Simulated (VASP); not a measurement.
Energy against volume of BaHfO₃ (cubic perovskite). Method: PBE GGA with D3 dispersion (zero damping), VASP's PBE PAW potentials (set 64) (plane waves; VASP). Settings: 520 eV cut-off, 5×5×5 Γ-centred mesh, Gaussian smearing of 0.050 eV, potentials Ba_sv Hf_pv O.

| V (Å³/atom) | E (eV/atom) |
|---|---|
| 14.208 | -8.86080 |
| 14.648 | -8.86813 |
| 15.087 | -8.86208 |
| 15.527 | -8.84458 |

Q: Fit these four points and predict the energy of the run at 13.769 Å³/atom.

A: A cubic in V^(−2/3), the third-order Birch-Murnaghan form, passes through the four points with V0 = 14.66 Å³/atom and B0 = 162 GPa, and gives -8.8378 eV/atom there. The run gave -8.8375 eV/atom, +0.3 meV/atom from the fit; all five points give B0 = 163 GPa.

The compound is BaHfO3 in the cubic perovskite structure. It was relaxed first.
